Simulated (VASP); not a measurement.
```yaml
crystal:
  lattice:
    - [0.00000, 1.95287, 1.95287]
    - [1.95287, 0.00000, 1.95287]
    - [1.95287, 1.95287, 0.00000]
  atoms:
    - { symbol: Pt, position: [0.00000, 0.00000, 0.00000] }
```

These are AM05 GGA, VASP's PBE PAW potentials (set 64) (plane waves; VASP 6.6.1) values and carry that method's errors. Settings: 520 eV cut-off, Gaussian smearing of 0.050 eV, potentials Pt.

Task: Give the energies of bands 1 to 6 at the high-symmetry points, in eV from the Fermi level.

Result: 
```tsv
band	Γ	X	U	L	W
1	-10.41	-7.22	-6.39	-7.47	-5.78
2	-3.85	-6.75	-5.59	-3.92	-4.65
3	-3.85	0.04	-2.93	-3.92	-4.65
4	-3.85	0.52	-1.32	-0.59	-2.03
5	-1.63	0.52	-0.16	0.07	0.53
6	-1.63	1.70	5.77	0.07	7.20
```

It has no gap at this level: it comes out as a metal or semimetal.

The compound is Pt in the fcc structure. It was relaxed first.
